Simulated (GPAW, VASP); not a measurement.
Given: the input of a run of VASP 6.6.1 on Zr3S2. The cell comes from a database or a generator and needn't be the stable form of this composition.

INCAR

```
PREC     = Accurate       # precision mode
ENCUT    = 520            # plane-wave cutoff, eV
EDIFF    = 1E-7           # SCF threshold, eV
ISMEAR   = -1             # smearing method
SIGMA    = 0.05           # smearing width, eV
LREAL    = F              # projectors in reciprocal space
LASPH    = T              # aspherical terms in the spheres
NELM     = 80             # most SCF steps
ALGO     = Normal         # electronic algorithm
ISIF     = 2              # what is computed and relaxed
LWAVE    = F              # write WAVECAR
LCHARG   = F              # write CHGCAR
GGA      = PS             # functional
NBANDS   = 32             # bands
KPAR     = 2
```

File KPOINTS:

```
regular mesh
0
Gamma
  6 6 6
```

File POSCAR:

```
Zr3S2
1.0
    2.9025379727      1.6757810799      3.4877732718
   -2.9025379727      1.6757810799      3.4877732718
    0.0000000000     -3.3515621597      3.4877732718
Zr S
3 2
Direct
    0.8387270000      0.5000000000      0.1612730000
    0.5000000000      0.1612730000      0.8387270000
    0.1612730000      0.8387270000      0.5000000000
    0.6650230000      0.6650230000      0.6650230000
    0.3349770000      0.3349770000      0.3349770000
```

Potentials or basis: VASP PAW PBE potentials, release 64 (Zr_sv, S).

Run with:

```bash
$ cat potpaw_PBE.64/Zr_sv/POTCAR potpaw_PBE.64/S/POTCAR > POTCAR
$ mpirun -np 2 vasp_std > vasp.out
```

Q: Translate it to GPAW 26.7.0 (ASE script). Potentials or basis there: PAW data sets generated for this functional, cutoff 600 eV.

A: As run (cutoffs and basis follow the program's own potentials, and thresholds, step limits or extra output files can differ):

Contents of run.py:

```python
from ase import Atoms
from ase.dft.bandgap import bandgap
from ase.io import write
from ase.units import Bohr, GPa
from gpaw import GPAW, PW, setup_paths
from gpaw.elf import elf_from_dft_calculation

setup_paths.insert(0, '.')

atoms = Atoms(['Zr', 'Zr', 'Zr', 'S', 'S'],
              cell=[[2.9025379727, 1.6757810799, 3.4877732718],
                    [-2.9025379727, 1.6757810799, 3.4877732718],
                    [0.0, -3.3515621597, 3.4877732718]],
              scaled_positions=[[0.838727, 0.5, 0.161273],
                                [0.5, 0.161273, 0.838727],
                                [0.161273, 0.838727, 0.5],
                                [0.665023, 0.665023, 0.665023],
                                [0.334977, 0.334977, 0.334977]],
              pbc=True)

calc = GPAW(mode=PW(600),
            xc='PBEsol',
            kpts={'size': (6, 6, 6), 'gamma': True},
            occupations={'name': 'fermi-dirac', 'width': 0.05},
            nbands=44,
            convergence={'density': 1e-05, 'energy': 1e-05},
            maxiter=150,
            txt='gpaw.txt')
atoms.calc = calc
energy = atoms.get_potential_energy()
forces = atoms.get_forces()
stress = atoms.get_stress()
calc.write('gs.gpw')
write('result.traj', atoms)
print(f'Energy: {energy:.6f} eV')
print('Forces (eV/A):')
print(forces.round(4))
print('Stress (GPa):', (stress / GPa).round(3))
print('Fermi level:', round(calc.get_fermi_level(), 4), 'eV')
print(f'Gap: {bandgap(calc)[0]:.4f} eV, direct: {bandgap(calc, direct=True)[0]:.4f} eV')

# fields on the real-space grid
write('density.cube', atoms, data=calc.get_pseudo_density() * Bohr**3)
write('potential.cube', atoms, data=calc.get_electrostatic_potential())
write('elf.cube', atoms, data=elf_from_dft_calculation(calc).data)
```

Potentials or basis: PAW data sets generated in the run's folder for this functional, pw.

The run is started by

```sh
$ gpaw-setup -f PBEsol S Zr
$ OMP_NUM_THREADS=1 python run.py
```

Both were run:

|  | VASP | GPAW |
| --- | --- | --- |
| Pressure | -5.0 GPa | -5.5 GPa |
| Largest force | 0.126 eV/Å | 0.145 eV/Å |

VASP's potentials were made for PBE.

Pressure is positive in compression.
